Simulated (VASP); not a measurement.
Consider the following.

```xyz
2
Lattice="0.0000 2.4382 2.4382 2.4382 0.0000 2.4382 2.4382 2.4382 0.0000" Properties=species:S:1:pos:R:3 pbc="T T T"
Be     2.4382     4.8764     2.4382
S      1.2191     1.2191     1.2191
```

The numbers are results of PW91 GGA, VASP's PBE PAW potentials (set 64) (plane waves; VASP 6.6.1), not measurements. Numerical set-up: 520 eV cut-off, 10×10×10 Γ-centred mesh, tetrahedra with Blöchl corrections, potentials Be S.

Question: What does the run give for the energy per atom (σ→0), band gap (on the k-mesh) with the smallest direct gap where there is one?

Answer: 
```
Item                                                  Value
-----------------------------------  ----------------------
band gap (on the k-mesh)                            3.16 eV
smallest direct gap (on the k-mesh)                 5.70 eV
energy per atom (σ→0)                -485.2 kJ/mol of atoms
```

The absolute energy has meaning only against runs of the same code, potentials and settings.

The compound is BeS in the zinc blende structure. It was relaxed first.
